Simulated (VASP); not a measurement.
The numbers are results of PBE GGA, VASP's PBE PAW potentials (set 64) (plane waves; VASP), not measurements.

A VASP calculation is set up with these files.

**KPOINTS**
```
Automatic mesh
0
Gamma
1 1 1
0 0 0
```

INCAR:
```
# general
SYSTEM   =  Ga31As32C
PREC     =  Normal
ENCUT    =  400
LREAL    =  Auto   # projection in real space or not
LASPH    =  .TRUE.   # aspherical one-centre terms
ISYM     =  0
NELECT   =  258.0

# electronic loop
EDIFF    =  1E-5   # SCF stop (eV)
NELM     =  100   # most electronic steps
NELMIN   =  4
ALGO     =  Fast
LMAXMIX  =  4

# smearing
ISMEAR   =  0   # Gaussian
SIGMA    =  0.05   # width (eV)

# functional
GGA      =  PE

# ions
IBRION   =  2   # conjugate gradients
NSW      =  60
ISIF     =  2
EDIFFG   =  -0.03

# output
LWAVE    =  .TRUE.
LCHARG   =  .FALSE.
```

**POSCAR**
```
Ga31As32C
1
   11.5222104212    -0.0000000000    -0.0000000000
   -0.0000000000    11.5222104212     0.0000000000
    0.0000000000     0.0000000000    11.5222104212
Ga As C
31 32 1
Direct
  0.5000000000   0.0000000000   0.0000000000
  0.7500000000   0.2500000000   0.0000000000
  0.7500000000   0.0000000000   0.2500000000
  0.0000000000   0.0000000000   0.0000000000
  0.2500000000   0.2500000000   0.0000000000
  0.5000000000   0.5000000000   0.0000000000
  0.7500000000   0.7500000000   0.0000000000
  0.2500000000   0.0000000000   0.2500000000
  0.5000000000   0.2500000000   0.2500000000
  0.7500000000   0.5000000000   0.2500000000
  0.5000000000   0.0000000000   0.5000000000
  0.7500000000   0.2500000000   0.5000000000
  0.7500000000   0.0000000000   0.7500000000
  0.0000000000   0.5000000000   0.0000000000
  0.2500000000   0.7500000000   0.0000000000
  0.0000000000   0.2500000000   0.2500000000
  0.2500000000   0.5000000000   0.2500000000
  0.5000000000   0.7500000000   0.2500000000
  0.0000000000   0.0000000000   0.5000000000
  0.2500000000   0.2500000000   0.5000000000
  0.7500000000   0.7500000000   0.5000000000
  0.2500000000   0.0000000000   0.7500000000
  0.5000000000   0.2500000000   0.7500000000
  0.7500000000   0.5000000000   0.7500000000
  0.0000000000   0.7500000000   0.2500000000
  0.0000000000   0.5000000000   0.5000000000
  0.2500000000   0.7500000000   0.5000000000
  0.0000000000   0.2500000000   0.7500000000
  0.2500000000   0.5000000000   0.7500000000
  0.5000000000   0.7500000000   0.7500000000
  0.0000000000   0.7500000000   0.7500000000
  0.6250000000   0.1250000000   0.1250000000
  0.8750000000   0.3750000000   0.1250000000
  0.8750000000   0.1250000000   0.3750000000
  0.1250000000   0.1250000000   0.1250000000
  0.3750000000   0.3750000000   0.1250000000
  0.6250000000   0.6250000000   0.1250000000
  0.8750000000   0.8750000000   0.1250000000
  0.3750000000   0.1250000000   0.3750000000
  0.6207370000   0.3718100000   0.3762860000
  0.8750000000   0.6250000000   0.3750000000
  0.6250000000   0.1250000000   0.6250000000
  0.8750000000   0.3750000000   0.6250000000
  0.8750000000   0.1250000000   0.8750000000
  0.1250000000   0.6250000000   0.1250000000
  0.3750000000   0.8750000000   0.1250000000
  0.1250000000   0.3750000000   0.3750000000
  0.3708880000   0.6223310000   0.3729020000
  0.6250000000   0.8750000000   0.3750000000
  0.1250000000   0.1250000000   0.6250000000
  0.3781380000   0.3706690000   0.6216780000
  0.6275280000   0.6223620000   0.6244890000
  0.8750000000   0.8750000000   0.6250000000
  0.3750000000   0.1250000000   0.8750000000
  0.6250000000   0.3750000000   0.8750000000
  0.8750000000   0.6250000000   0.8750000000
  0.1250000000   0.8750000000   0.3750000000
  0.1250000000   0.6250000000   0.6250000000
  0.3750000000   0.8750000000   0.6250000000
  0.1250000000   0.3750000000   0.8750000000
  0.3750000000   0.6250000000   0.8750000000
  0.6250000000   0.8750000000   0.8750000000
  0.1250000000   0.8750000000   0.8750000000
  0.4981490000   0.5003530000   0.4965860000
```

POTCAR, in this order: Ga As C (PBE.64 set). Program: vasp_gam.

The resulting files:

File OSZICAR:
```
...
       N       E                     dE             d eps       ncg     rms          rms(c)
DAV:   1    -0.258528625082E+03   -0.64176E-01   -0.45237E+01   328   0.115E+01    0.284E+00
RMM:   2    -0.258824098969E+03   -0.29547E+00   -0.34807E+00   324   0.295E+00    0.767E-01
RMM:   3    -0.258874097618E+03   -0.49999E-01   -0.54245E-01   350   0.120E+00    0.792E-01
RMM:   4    -0.258873905315E+03    0.19230E-03   -0.66895E-02   339   0.440E-01    0.451E-01
RMM:   5    -0.258873351497E+03    0.55382E-03   -0.17226E-02   326   0.222E-01    0.881E-02
RMM:   6    -0.258873398871E+03   -0.47374E-04   -0.46039E-03   343   0.110E-01    0.350E-02
RMM:   7    -0.258873511895E+03   -0.11302E-03   -0.10220E-03   364   0.478E-02    0.269E-02
RMM:   8    -0.258873528038E+03   -0.16143E-04   -0.18563E-04   318   0.217E-02    0.121E-02
RMM:   9    -0.258873532564E+03   -0.45257E-05   -0.45170E-05   242   0.118E-02
   3 F= -.25887353E+03 E0= -.25887353E+03  d E =-.860558E+00
       N       E                     dE             d eps       ncg     rms          rms(c)
DAV:   1    -0.259042253999E+03   -0.16873E+00   -0.17117E+01   328   0.721E+00    0.150E+00
RMM:   2    -0.259154154656E+03   -0.11190E+00   -0.13153E+00   324   0.187E+00    0.536E-01
RMM:   3    -0.259175447922E+03   -0.21293E-01   -0.23627E-01   352   0.759E-01    0.371E-01
RMM:   4    -0.259175332596E+03    0.11533E-03   -0.25590E-02   338   0.277E-01    0.193E-01
RMM:   5    -0.259175134446E+03    0.19815E-03   -0.54856E-03   327   0.132E-01    0.485E-02
RMM:   6    -0.259175206950E+03   -0.72504E-04   -0.16132E-03   355   0.642E-02    0.240E-02
RMM:   7    -0.259175231758E+03   -0.24808E-04   -0.22711E-04   336   0.240E-02    0.164E-02
RMM:   8    -0.259175236937E+03   -0.51796E-05   -0.44018E-05   236   0.118E-02
   4 F= -.25917524E+03 E0= -.25917524E+03  d E =-.301704E+00
       N       E                     dE             d eps       ncg     rms          rms(c)
DAV:   1    -0.259182227211E+03   -0.69955E-02   -0.45085E+00   360   0.369E+00    0.682E-01
RMM:   2    -0.259213049686E+03   -0.30822E-01   -0.35290E-01   324   0.968E-01    0.289E-01
RMM:   3    -0.259218006146E+03   -0.49565E-02   -0.59710E-02   349   0.393E-01    0.170E-01
RMM:   4    -0.259217958293E+03    0.47853E-04   -0.70941E-03   334   0.148E-01    0.707E-02
RMM:   5    -0.259217998755E+03   -0.40462E-04   -0.15397E-03   338   0.648E-02    0.349E-02
RMM:   6    -0.259218019568E+03   -0.20813E-04   -0.38474E-04   336   0.319E-02    0.121E-02
RMM:   7    -0.259218025050E+03   -0.54825E-05   -0.63464E-05   255   0.125E-02
   5 F= -.25921803E+03 E0= -.25921803E+03  d E =-.344492E+00
       N       E                     dE             d eps       ncg     rms          rms(c)
DAV:   1    -0.259282386491E+03   -0.64367E-01   -0.21798E+00   348   0.283E+00    0.537E-01
RMM:   2    -0.259292620873E+03   -0.10234E-01   -0.14048E-01   324   0.691E-01    0.187E-01
RMM:   3    -0.259294814828E+03   -0.21940E-02   -0.25000E-02   349   0.282E-01    0.120E-01
RMM:   4    -0.259294744253E+03    0.70575E-04   -0.28950E-03   325   0.106E-01    0.494E-02
RMM:   5    -0.259294818592E+03   -0.74339E-04   -0.88878E-04   332   0.544E-02    0.211E-02
RMM:   6    -0.259294815686E+03    0.29059E-05   -0.19976E-04   340   0.246E-02    0.130E-02
RMM:   7    -0.259294819517E+03   -0.38311E-05   -0.67663E-05   289   0.132E-02
   6 F= -.25929482E+03 E0= -.25929482E+03  d E =-.767945E-01
       N       E                     dE             d eps       ncg     rms          rms(c)
DAV:   1    -0.259300686679E+03   -0.58710E-02   -0.11648E+00   342   0.207E+00    0.393E-01
RMM:   2    -0.259306194195E+03   -0.55075E-02   -0.75121E-02   324   0.506E-01    0.138E-01
RMM:   3    -0.259307378200E+03   -0.11840E-02   -0.13400E-02   351   0.207E-01    0.876E-02
RMM:   4    -0.259307342896E+03    0.35304E-04   -0.15348E-03   324   0.779E-02    0.351E-02
RMM:   5    -0.259307384981E+03   -0.42085E-04   -0.48102E-04   334   0.397E-02    0.156E-02
RMM:   6    -0.259307383344E+03    0.16375E-05   -0.98408E-05   306   0.177E-02
   7 F= -.25930738E+03 E0= -.25930738E+03  d E =-.893583E-01
       N       E                     dE             d eps       ncg     rms          rms(c)
DAV:   1    -0.259307686524E+03   -0.30154E-03   -0.34635E-02   360   0.357E-01    0.659E-02
RMM:   2    -0.259307828253E+03   -0.14173E-03   -0.21026E-03   324   0.843E-02    0.237E-02
RMM:   3    -0.259307859744E+03   -0.31492E-04   -0.37707E-04   346   0.345E-02    0.146E-02
RMM:   4    -0.259307858906E+03    0.83776E-06   -0.43363E-05   244   0.130E-02
   8 F= -.25930786E+03 E0= -.25930786E+03  d E =-.898339E-01
       N       E                     dE             d eps       ncg     rms          rms(c)
DAV:   1    -0.259320361858E+03   -0.12502E-01   -0.14967E+00   328   0.242E+00    0.393E-01
RMM:   2    -0.259327737859E+03   -0.73760E-02   -0.85573E-02   324   0.545E-01    0.115E-01
RMM:   3    -0.259329113755E+03   -0.13759E-02   -0.13805E-02   340   0.223E-01    0.790E-02
RMM:   4    -0.259329176411E+03   -0.62656E-04   -0.18467E-03   329   0.858E-02    0.373E-02
RMM:   5    -0.259329211576E+03   -0.35166E-04   -0.47394E-04   338   0.414E-02    0.141E-02
RMM:   6    -0.259329218963E+03   -0.73864E-05   -0.10622E-04   292   0.185E-02    0.555E-03
RMM:   7    -0.259329220634E+03   -0.16710E-05   -0.16619E-05   209   0.800E-03
   9 F= -.25932922E+03 E0= -.25932922E+03  d E =-.213617E-01
       N       E                     dE             d eps       ncg     rms          rms(c)
DAV:   1    -0.259329821245E+03   -0.60228E-03   -0.15711E-01   352   0.784E-01    0.127E-01
RMM:   2    -0.259330603198E+03   -0.78195E-03   -0.90319E-03   324   0.177E-01    0.372E-02
RMM:   3    -0.259330752115E+03   -0.14892E-03   -0.14784E-03   341   0.727E-02    0.257E-02
RMM:   4    -0.259330759483E+03   -0.73680E-05   -0.19973E-04   330   0.280E-02    0.121E-02
RMM:   5    -0.259330762906E+03   -0.34227E-05   -0.46072E-05   243   0.132E-02
  10 F= -.25933076E+03 E0= -.25933076E+03  d E =-.229040E-01
       N       E                     dE             d eps       ncg     rms          rms(c)
DAV:   1    -0.259335212992E+03   -0.44535E-02   -0.36121E-01   328   0.115E+00    0.195E-01
RMM:   2    -0.259337052771E+03   -0.18398E-02   -0.22605E-02   324   0.281E-01    0.693E-02
RMM:   3    -0.259337401094E+03   -0.34832E-03   -0.38769E-03   349   0.115E-01    0.459E-02
RMM:   4    -0.259337398536E+03    0.25589E-05   -0.48667E-04   327   0.436E-02    0.193E-02
RMM:   5    -0.259337405786E+03   -0.72509E-05   -0.12398E-04   328   0.211E-02    0.784E-03
RMM:   6    -0.259337407192E+03   -0.14054E-05   -0.25744E-05   216   0.953E-03
  11 F= -.25933741E+03 E0= -.25933741E+03  d E =-.664429E-02
       N       E                     dE             d eps       ncg     rms          rms(c)
DAV:   1    -0.259337758396E+03   -0.35261E-03   -0.51448E-02   368   0.435E-01    0.741E-02
RMM:   2    -0.259338028024E+03   -0.26963E-03   -0.32797E-03   324   0.107E-01    0.261E-02
RMM:   3    -0.259338077997E+03   -0.49972E-04   -0.55810E-04   346   0.440E-02    0.173E-02
RMM:   4    -0.259338077800E+03    0.19639E-06   -0.72300E-05   287   0.168E-02
  12 F= -.25933808E+03 E0= -.25933808E+03  d E =-.731489E-02
       N       E                     dE             d eps       ncg     rms          rms(c)
DAV:   1    -0.259339662137E+03   -0.15841E-02   -0.10583E-01   328   0.627E-01    0.104E-01
RMM:   2    -0.259340139310E+03   -0.47717E-03   -0.57952E-03   324   0.143E-01    0.351E-02
RMM:   3    -0.259340233594E+03   -0.94284E-04   -0.96019E-04   339   0.585E-02    0.236E-02
RMM:   4    -0.259340238891E+03   -0.52976E-05   -0.12755E-04   325   0.224E-02    0.992E-03
RMM:   5    -0.259340241785E+03   -0.28931E-05   -0.32790E-05   230   0.108E-02
  13 F= -.25934024E+03 E0= -.25934024E+03  d E =-.216398E-02
```

### OUTCAR
```
------------------------ aborting loop because EDIFF is reached ----------------------------------------
  FORCE on cell =-STRESS in cart. coord.  units (eV):
  Direction    XX          YY          ZZ          XY          YZ          ZX
  --------------------------------------------------------------------------------------
  Total        9.1233830      9.1216785      9.1020827     -0.0119780      0.0350067     -0.0475083
  in kB        9.5556247      9.5538394      9.5333152     -0.0125455      0.0366652     -0.0497591
  external PRESSURE =       9.5475931 kB  Pullay stress =       0.0000000 kB
  volume of cell :     1529.70
      direct lattice vectors                 reciprocal lattice vectors
    11.522210421  0.000000000  0.000000000     0.086788903  0.000000000  0.000000000
     0.000000000 11.522210421  0.000000000     0.000000000  0.086788903  0.000000000
     0.000000000  0.000000000 11.522210421     0.000000000  0.000000000  0.086788903
  FREE ENERGIE OF THE ION-ELECTRON SYSTEM (eV)
  ---------------------------------------------------
  free  energy   TOTEN  =      -259.3402417846 eV

  energy  without entropy=     -259.3402417846  energy(sigma->0) =     -259.34024178

 reached required accuracy - stopping structural energy minimisation
```
(Selected blocks of OUTCAR.)

CONTCAR:
```
Ga31As32C
   1.00000000000000
    11.5222104212000005    0.0000000000000000    0.0000000000000000
     0.0000000000000000   11.5222104212000005    0.0000000000000000
     0.0000000000000000    0.0000000000000000   11.5222104212000005
  Ga              As              C
    31    32     1
Direct
     0.4999922056399906    0.9996410377245087    0.9996975145291898
     0.7502123644930674    0.2495246125032263    0.0019677812474160
     0.7500485167278516    0.0016750568180398    0.2495942719799146
     0.9999807802876169    0.9999077157658107    0.9999502201458000
     0.2497085730994844    0.2495675677521035    0.9977845742926943
     0.4999963880262587    0.4998866530502464    0.9998720191823013
     0.7502532293028552    0.7501483497658478    0.9979997296246855
     0.2496135397785547    0.9976462854875805    0.2495803439386184
     0.4987179589514388    0.2551416631527534    0.2552767957321859
     0.7444443732981122    0.5010288917930945    0.2554442211281203
     0.4999917543577180    0.9997426502570511    0.4999261533560944
     0.7442703183737078    0.2554036930140607    0.5012399263361140
     0.7503576500097342    0.9977956850505687    0.7502022767398253
     0.9998540850201306    0.4998954361501262    0.9995879090177680
     0.2496647625561914    0.7499961135776455    0.0017002742209222
     0.9978385701321641    0.2495311226576180    0.2496740756653032
     0.2552001712104818    0.4985954977064028    0.2551728416595281
     0.5010555858822658    0.7442401043973261    0.2554478972134261
     0.9997358929881587    0.9998651591735712    0.4999008321806876
     0.2554116672726918    0.2551970401238164    0.4987207434958150
     0.7443997607655964    0.7442743362930899    0.4987458492110979
     0.2497446800909573    0.0016335720680837    0.7500880051997498
     0.5012097709552652    0.2552794644992444    0.7444636109280733
     0.7444218127506018    0.4986588586567868    0.7443800537813599
     0.0018538317671788    0.7499635617966911    0.2495375866103927
     0.9999107171057878    0.4998847062205704    0.4999397289685222
     0.2553974573383483    0.7443390984894380    0.5010011996070076
     0.0019751244455477    0.2494591943728977    0.7500515208655775
     0.2555274608830332    0.5010497851164610    0.7442581266126307
     0.4988142193247038    0.7442423955041191    0.7442740321128942
     0.9980703293321208    0.7500493968407184    0.7502707549150993
     0.6235718841757324    0.1278145697618565    0.1279220957153314
     0.8718093555072812    0.3762421591599872    0.1280591926381325
     0.8715587417977976    0.1279979384465084    0.3762276348692663
     0.1250845579565880    0.1250320955055152    0.1250505257822571
     0.3746833563856338    0.3745979586974928    0.1246351453552023
     0.6252185844487027    0.6252032369520319    0.1247310280974174
     0.8748619649527024    0.8748179611828496    0.1250576018766598
     0.3746177240687919    0.1245425144551422    0.3746187227462426
     0.6073861583335073    0.3922560320028094    0.3923701575114366
     0.8751681462236126    0.6251747535735093    0.3746763720645910
     0.6253062836761584    0.1245399717142121    0.6252887919887917
     0.8751535161900016    0.3746103868365212    0.6252066669444455
     0.8748868393060988    0.1250187487661554    0.8748404167104229
     0.1279457266074672    0.6235382614909456    0.1278014970241667
     0.3762244863210761    0.8715609795586179    0.1279712871839506
     0.1246763501375433    0.3745681514032763    0.3747007650910225
     0.3922945335547101    0.6072500327254685    0.3923341962682622
     0.6251488981969522    0.8749735225730496    0.3746973160098622
     0.1280864600171993    0.1278254005878507    0.6235431411023304
     0.3924638574042656    0.3922160728796530    0.6074186247996215
     0.6074630257131715    0.6072410923856284    0.6073695678887054
     0.8718393731551013    0.8716000433927447    0.6236718378956007
     0.3762407103542672    0.1278987315251711    0.8717269723392547
     0.6252753904690563    0.3746140439020295    0.8751491654844883
     0.8717315489955940    0.6236460185922207    0.8717112087579710
     0.1279212724336043    0.8716753566798886    0.3761817607283771
     0.1247386271221496    0.6251958129215013    0.6251828881060434
     0.3747433519736497    0.8749904734168161    0.6251087403952131
     0.1281796266752248    0.3761710703312601    0.8715747972030891
     0.3747695934778777    0.6251650715823821    0.8750470366569392
     0.6237271322169097    0.8715908351980171    0.8716212406429001
     0.1250834991164854    0.8748093639346693    0.8748224786974924
     0.4999058708674654    0.4998816320847165    0.4998712549257019
```

At this cut-off the stress carries a Pulay error, which pulls relaxed volumes low. The cell is charged, with a uniform compensating background. The supercell is sampled at Γ alone, which is coarse: total energies, pressure and levels can be off, energies of defects by several tenths of an eV.

The cell is a supercell with a defect, built from GaAs (zinc blende): C_Ga, charge -1. The run is not spin-polarised, so no state with unpaired spins was tried.
